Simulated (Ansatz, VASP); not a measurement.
# Al2O3 (Corundum) in two plane-wave programs, part 2 of 3

Wanted: the spread between two codes on one cell, functional and k mesh. The cell is taken from a series of runs on this material, whose earlier steps may have relaxed, scaled, displaced or heated it; both programs get it as it stands.

VASP 6.6.1 and Ansatz 0.2.0.

So far: Set-up; VASP: zone-centre phonons, LDA.

### Step 2. VASP: zone-centre phonons, LDA (continued)

Level of this step: LDA; plane waves and PAW (O, Al) (VASP).

From OUTCAR (step 2):

```text
ion  position               nearest neighbor table
   1  0.556  0.944  0.250-   9 1.82  10 1.82   7 1.93   8 1.93
   2  0.250  0.556  0.944-  10 1.82   9 1.82   7 1.93   8 1.93
   3  0.944  0.250  0.556-   9 1.82  10 1.82   8 1.93   7 1.93
   4  0.444  0.056  0.750-   7 1.82   8 1.82   9 1.93  10 1.93
   5  0.750  0.444  0.056-   8 1.82   7 1.82   9 1.93  10 1.93
   6  0.056  0.750  0.444-   7 1.82   8 1.82  10 1.93   9 1.93
   7  0.352  0.352  0.352-   6 1.82   4 1.82   5 1.82   1 1.93   2 1.93   3 1.93   8 2.59   9 2.74
                             9 2.74   9 2.74   8 3.16   8 3.16   8 3.16
   8  0.148  0.148  0.148-   5 1.82   4 1.82   6 1.82   1 1.93   3 1.93   2 1.93   7 2.59  10 2.74
                            10 2.74  10 2.74   7 3.16   7 3.16   7 3.16
   9  0.648  0.648  0.648-   3 1.82   1 1.82   2 1.82   4 1.93   5 1.93   6 1.93  10 2.59   7 2.74
                             7 2.74   7 2.74  10 3.16  10 3.16  10 3.16
  10  0.852  0.852  0.852-   2 1.82   1 1.82   3 1.82   4 1.93   6 1.93   5 1.93   9 2.59   8 2.74
                             8 2.74   8 2.74   9 3.16   9 3.16   9 3.16

  LATTYP: Found a trigonal (rhomboedric) cell.
 ALAT       =     5.0190851387
 COS(alpha) =     0.5676770548

 Subroutine GETGRP returns: Found 12 space group operations
 (whereof  6 operations were pure point group operations)

The static configuration has the point symmetry S_6 .
 The point group associated with its full space group is D_3d.

 Found     32 irreducible k-points:

   k-points           NKPTS =     32   k-points in BZ     NKDIM =     32   number of bands    NBANDS=     34

   dimension x,y,z NGX =    40 NGY =   40 NGZ =   40
   dimension x,y,z NGXF=    80 NGYF=   80 NGZF=   80

   ENCUT  =  600.0 eV  44.10 Ry    6.64 a.u.  10.02 10.02 10.02*2*pi/ulx,y,z

   NELECT =      48.0000    total number of electrons

 k-points in reciprocal lattice and weights: Automatic mesh
   0.00000000  0.00000000  0.00000000       0.005
   0.16666667  0.00000000  0.00000000       0.028
   0.33333333 -0.00000000 -0.00000000       0.028
   0.50000000  0.00000000  0.00000000       0.014
   0.16666667  0.16666667  0.00000000       0.028
   0.33333333  0.16666667  0.00000000       0.056
   0.50000000  0.16666667  0.00000000       0.056
  -0.33333333  0.16666667  0.00000000       0.056
  -0.16666667  0.16666667  0.00000000       0.028
[...]
-0.33333333  0.50000000  0.33333333       0.028
   0.50000000  0.50000000  0.50000000       0.005

 average (electrostatic) potential at core
       1 -67.5381       2 -67.5381       3 -67.5381       4 -67.5381       5 -67.5381
       6 -67.5381       7 -68.7470       8 -68.7470       9 -68.7470      10 -68.7470

   2 f  =   24.317952 THz   152.794201 2PiTHz  811.159576 cm-1   100.570924 meV
             X         Y         Z           dx          dy          dz
     -0.904112  1.347265  7.410320     0.000013    0.400170   -0.337462
     -0.714710 -1.456616  7.410320     0.246926   -0.027572    0.168709
      1.618822  0.109351  7.410320    -0.246965   -0.027534    0.168753
      0.904112 -1.347265  5.293085    -0.000013   -0.400170    0.337462
      0.714710  1.456616  5.293085    -0.246926    0.027572   -0.168709
     -1.618822 -0.109351  5.293085     0.246965    0.027534   -0.168753
      0.000000  0.000000  4.470371    -0.112295    0.100847   -0.000000
      0.000000  0.000000  1.881332     0.112280    0.100864   -0.000000
      0.000000  0.000000  8.233034     0.112295   -0.100847    0.000000
      0.000000  0.000000 10.822073    -0.112280   -0.100864    0.000000

   3 f  =   23.963455 THz   150.566829 2PiTHz  799.334824 cm-1    99.104843 meV
             X         Y         Z           dx          dy          dz
     -0.904112  1.347265  7.410320     0.000000   -0.239550    0.326182
     -0.714710 -1.456616  7.410320     0.207456    0.119775    0.326182
      1.618822  0.109351  7.410320    -0.207456    0.119775    0.326182
      0.904112 -1.347265  5.293085    -0.000000    0.239550   -0.326182
      0.714710  1.456616  5.293085    -0.207456   -0.119775   -0.326182
     -1.618822 -0.109351  5.293085     0.207456   -0.119775   -0.326182
      0.000000  0.000000  4.470371    -0.000000    0.000000    0.065814
      0.000000  0.000000  1.881332     0.000000    0.000000    0.065814
      0.000000  0.000000  8.233034     0.000000   -0.000000   -0.065814
      0.000000  0.000000 10.822073    -0.000000   -0.000000   -0.065814

   4 f  =   21.792372 THz   136.925510 2PiTHz  726.915279 cm-1    90.125968 meV
             X         Y         Z           dx          dy          dz
     -0.904112  1.347265  7.410320     0.386364   -0.000000   -0.000000
     -0.714710 -1.456616  7.410320    -0.193182    0.334601    0.000000
      1.618822  0.109351  7.410320    -0.193182   -0.334601   -0.000000
      0.904112 -1.347265  5.293085     0.386364   -0.000000    0.000000
      0.714710  1.456616  5.293085    -0.193182    0.334601    0.000000
     -1.618822 -0.109351  5.293085    -0.193182   -0.334601   -0.000000
      0.000000  0.000000  4.470371    -0.000000   -0.000000   -0.161508
      0.000000  0.000000  1.881332    -0.000000    0.000000    0.161508
      0.000000  0.000000  8.233034    -0.000000   -0.000000   -0.161508
      0.000000  0.000000 10.822073    -0.000000    0.000000    0.161508

   5 f  =   20.736794 THz   130.293121 2PiTHz  691.705002 cm-1    85.760452 meV
             X         Y         Z           dx          dy          dz
     -0.904112  1.347265  7.410320    -0.391506   -0.000000    0.000000
     -0.714710 -1.456616  7.410320     0.195753   -0.339054    0.000000
      1.618822  0.109351  7.410320     0.195753    0.339054   -0.000000
      0.904112 -1.347265  5.293085     0.391506    0.000000    0.000000
      0.714710  1.456616  5.293085    -0.195753    0.339054   -0.000000
     -1.618822 -0.109351  5.293085    -0.195753   -0.339054    0.000000
      0.000000  0.000000  4.470371     0.000000    0.000000   -0.141719
      0.000000  0.000000  1.881332     0.000000   -0.000000    0.141719
      0.000000  0.000000  8.233034    -0.000000   -0.000000    0.141719
      0.000000  0.000000 10.822073    -0.000000    0.000000   -0.141719

   6 f  =   20.453634 THz   128.513970 2PiTHz  682.259778 cm-1    84.589394 meV
             X         Y         Z           dx          dy          dz
     -0.904112  1.347265  7.410320    -0.227933    0.000064   -0.000018
     -0.714710 -1.456616  7.410320     0.290839    0.299482    0.114925
      1.618822  0.109351  7.410320     0.290757   -0.299497   -0.114907
      0.904112 -1.347265  5.293085    -0.227933    0.000064   -0.000018
      0.714710  1.456616  5.293085     0.290839    0.299482    0.114925
     -1.618822 -0.109351  5.293085     0.290757   -0.299497   -0.114907
      0.000000  0.000000  4.470371    -0.136211   -0.134189    0.000000
      0.000000  0.000000  1.881332    -0.136248    0.134151   -0.000000
      0.000000  0.000000  8.233034    -0.136211   -0.134189    0.000000
      0.000000  0.000000 10.822073    -0.136248    0.134151   -0.000000

   7 f  =   20.453634 THz   128.513970 2PiTHz  682.259778 cm-1    84.589394 meV
             X         Y         Z           dx          dy          dz
     -0.904112  1.347265  7.410320    -0.000031   -0.463708    0.132694
     -0.714710 -1.456616  7.410320    -0.299449    0.055063   -0.066331
      1.618822  0.109351  7.410320     0.299529    0.054981   -0.066363
      0.904112 -1.347265  5.293085    -0.000031   -0.463708    0.132694
      0.714710  1.456616  5.293085    -0.299449    0.055063   -0.066331
     -1.618822 -0.109351  5.293085     0.299529    0.054981   -0.066363
      0.000000  0.000000  4.470371    -0.134189    0.136211   -0.000000
      0.000000  0.000000  1.881332     0.134151    0.136248   -0.000000
      0.000000  0.000000  8.233034    -0.134189    0.136211   -0.000000
      0.000000  0.000000 10.822073     0.134151    0.136248   -0.000000

   8 f  =   19.410559 THz   121.960138 2PiTHz  647.466549 cm-1    80.275585 meV
             X         Y         Z           dx          dy          dz
     -0.904112  1.347265  7.410320     0.000000    0.326764   -0.178052
     -0.714710 -1.456616  7.410320    -0.282985   -0.163382   -0.178052
      1.618822  0.109351  7.410320     0.282985   -0.163382   -0.178052
      0.904112 -1.347265  5.293085    -0.000000    0.326764   -0.178052
      0.714710  1.456616  5.293085    -0.282985   -0.163382   -0.178052
     -1.618822 -0.109351  5.293085     0.282985   -0.163382   -0.178052
      0.000000  0.000000  4.470371    -0.000000    0.000000    0.205632
      0.000000  0.000000  1.881332     0.000000    0.000000    0.205632
      0.000000  0.000000  8.233034    -0.000000    0.000000    0.205632
      0.000000  0.000000 10.822073     0.000000    0.000000    0.205632

   9 f  =   18.952016 THz   119.079026 2PiTHz  632.171195 cm-1    78.379203 meV
             X         Y         Z           dx          dy          dz
     -0.904112  1.347265  7.410320     0.131871    0.000000   -0.000000
     -0.714710 -1.456616  7.410320    -0.065935    0.114203   -0.000000
      1.618822  0.109351  7.410320    -0.065935   -0.114203    0.000000
      0.904112 -1.347265  5.293085     0.131871    0.000000   -0.000000
      0.714710  1.456616  5.293085    -0.065935    0.114203   -0.000000
     -1.618822 -0.109351  5.293085    -0.065935   -0.114203    0.000000
      0.000000  0.000000  4.470371     0.000000    0.000000    0.473197
      0.000000  0.000000  1.881332     0.000000   -0.000000   -0.473197
      0.000000  0.000000  8.233034     0.000000    0.000000    0.473197
      0.000000  0.000000 10.822073     0.000000   -0.000000   -0.473197
    [... 271 further lines ...]
      0.000000  0.000000  8.233034    -0.344365   -0.117131    0.000000
      0.000000  0.000000 10.822073    -0.344365   -0.117133    0.000000

 MACROSCOPIC STATIC DIELECTRIC TENSOR IONIC CONTRIBUTION
 ------------------------------------------------------
           5.144546     0.000000     0.000000
           0.000000     5.144546     0.000000
           0.000000     0.000000     6.851793
 ------------------------------------------------------

 ELASTIC MODULI CONTR FROM IONIC RELAXATION (kBar)
 Direction    XX          YY          ZZ          XY          YZ          ZX
 --------------------------------------------------------------------------------
 XX        -525.7035    231.9096    198.3614      0.0000     98.7005     -0.0000
 YY         231.9096   -525.7035    198.3614     -0.0000    -98.7005      0.0000
 ZZ         198.3614    198.3614   -301.1372      0.0000     -0.0000     -0.0000
 XY           0.0000     -0.0000      0.0000   -378.8181     -0.0000     96.1182
 YZ          98.7005    -98.7005     -0.0000     -0.0000   -201.8647      0.0000
 ZX          -0.0000      0.0000      0.0000     96.1182      0.0000   -199.4278
 --------------------------------------------------------------------------------

 PIEZOELECTRIC TENSOR IONIC CONTR  for field in x, y, z        (C/m^2)
          XX          YY          ZZ          XY          YZ          ZX
  --------------------------------------------------------------------------------
  x     0.00000    -0.00000     0.00000     0.00000    -0.00000     0.00000
  y     0.00000     0.00000     0.00000    -0.00000    -0.00000     0.00000
  z    -0.00000     0.00000     0.00000     0.00000     0.00000    -0.00000
```

(Continued in part 3 of 3.)

[Lines on the potential files, build, host, timing and source positions are cut from VASP's logs without a mark.]

[Logs are printed without paths, hosts, clocks, repeated set-up lines and the standing remarks that a program may print on its own settings, such as how far it seeks lower states.]

[Hosts, paths, dates, database ids (printed as entryN), source tags and the programs' standing remarks are cut or masked in the printed files.]
